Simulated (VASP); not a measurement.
OSZICAR of a VASP run on Bi2Se3 (tetradymite):

File OSZICAR:
```
       N       E                     dE             d eps       ncg     rms          rms(c)
DAV:   1     0.152304686747E+04    0.15230E+04   -0.63738E+04  1204   0.160E+03
DAV:   2     0.160854447981E+03   -0.13622E+04   -0.13215E+04  1284   0.431E+02
DAV:   3    -0.485018095131E+02   -0.20936E+03   -0.19968E+03  1436   0.188E+02
DAV:   4    -0.625189154762E+02   -0.14017E+02   -0.13730E+02  1346   0.478E+01
DAV:   5    -0.633237549057E+02   -0.80484E+00   -0.80129E+00  1720   0.107E+01    0.868E+00
DAV:   6    -0.606343929412E+02    0.26894E+01   -0.58981E+00  1478   0.840E+00    0.529E+00
DAV:   7    -0.606852835662E+02   -0.50891E-01   -0.14646E+00  1544   0.304E+00    0.267E+00
DAV:   8    -0.607149385815E+02   -0.29655E-01   -0.23932E-01  1444   0.157E+00    0.789E-01
DAV:   9    -0.607102004151E+02    0.47382E-02   -0.32259E-02  1496   0.698E-01    0.286E-01
DAV:  10    -0.607114069919E+02   -0.12066E-02   -0.10805E-02  1348   0.268E-01    0.119E-01
DAV:  11    -0.607116918126E+02   -0.28482E-03   -0.88600E-04  1592   0.113E-01    0.615E-02
DAV:  12    -0.607117889525E+02   -0.97140E-04   -0.25248E-04  1476   0.515E-02    0.224E-02
DAV:  13    -0.607117919871E+02   -0.30346E-05   -0.57836E-05  1696   0.367E-02    0.933E-03
DAV:  14    -0.607117920602E+02   -0.73060E-07   -0.68523E-06  1172   0.790E-03
   1 F= -.60711792E+02 E0= -.60711792E+02  d E =-.607118E+02
       N       E                     dE             d eps       ncg     rms          rms(c)
DAV:   1    -0.607305450769E+02   -0.18753E-01   -0.97884E-01  1506   0.533E+00    0.721E-01
DAV:   2    -0.607172300803E+02    0.13315E-01   -0.51970E-02  1520   0.140E+00    0.324E-01
DAV:   3    -0.607136398594E+02    0.35902E-02   -0.18792E-02  1596   0.823E-01    0.724E-02
DAV:   4    -0.607136724960E+02   -0.32637E-04   -0.87316E-04  1424   0.156E-01    0.371E-02
DAV:   5    -0.607136365156E+02    0.35980E-04   -0.18194E-04  1642   0.689E-02    0.129E-02
DAV:   6    -0.607136375965E+02   -0.10808E-05   -0.21688E-05  1592   0.277E-02    0.839E-03
DAV:   7    -0.607136392585E+02   -0.16620E-05   -0.39683E-06  1114   0.766E-03    0.246E-03
DAV:   8    -0.607136385336E+02    0.72485E-06   -0.11371E-06   728   0.688E-03
   2 F= -.60713639E+02 E0= -.60713639E+02  d E =-.184647E-02
       N       E                     dE             d eps       ncg     rms          rms(c)
DAV:   1    -0.607143510190E+02   -0.71176E-03   -0.38253E-02  1506   0.105E+00    0.143E-01
DAV:   2    -0.607138317585E+02    0.51926E-03   -0.20352E-03  1512   0.280E-01    0.645E-02
DAV:   3    -0.607136898452E+02    0.14191E-03   -0.76563E-04  1608   0.166E-01    0.146E-02
DAV:   4    -0.607136875203E+02    0.23249E-05   -0.37993E-05  1432   0.340E-02    0.741E-03
DAV:   5    -0.607136825988E+02    0.49215E-05   -0.77604E-06  1384   0.153E-02    0.247E-03
DAV:   6    -0.607136824249E+02    0.17388E-06   -0.81218E-07   728   0.609E-03
   3 F= -.60713682E+02 E0= -.60713682E+02  d E =-.189036E-02
       N       E                     dE             d eps       ncg     rms          rms(c)
DAV:   1    -0.607152104914E+02   -0.15279E-02   -0.33035E-01  1378   0.203E+00    0.259E-01
DAV:   2    -0.607148773161E+02    0.33318E-03   -0.15417E-02  1596   0.633E-01    0.138E-01
DAV:   3    -0.607143651470E+02    0.51217E-03   -0.12133E-03  1560   0.197E-01    0.593E-02
DAV:   4    -0.607143061005E+02    0.59046E-04   -0.31776E-04  1584   0.933E-02    0.187E-02
DAV:   5    -0.607143075199E+02   -0.14195E-05   -0.67574E-05  1462   0.388E-02    0.922E-03
DAV:   6    -0.607143091083E+02   -0.15883E-05   -0.76372E-06  1320   0.126E-02    0.546E-03
DAV:   7    -0.607143103350E+02   -0.12268E-05   -0.13291E-06   724   0.548E-03    0.100E-03
DAV:   8    -0.607143103105E+02    0.24500E-07   -0.40843E-07   728   0.377E-03
   4 F= -.60714310E+02 E0= -.60714310E+02  d E =-.627886E-03
```

### Question
Which electronic solver shows in the log?

### Answer
It is blocked Davidson (ALGO = Normal, or the opening steps of other solvers). The INCAR had ALGO = Normal.

### Question
Can the final energy be trusted as converged?

### Answer
Self-consistency was reached. It stopped with EDIFF = 1E-6, NELM = 100, NSW = 60 and EDIFFG = -0.02 after 4 ionic steps (PBE GGA, plane waves, VASP's PBE PAW potentials (set 64)). Without a dispersion term in the relaxation, distances and binding between the weakly bound layers, chains or molecules are unreliable, and so is what depends on them.

The compound is Bi2Se3 in the tetradymite structure. This run relaxes it. Symmetry was kept, so distortions that lower it aren't found. The start is the result of an earlier pass.
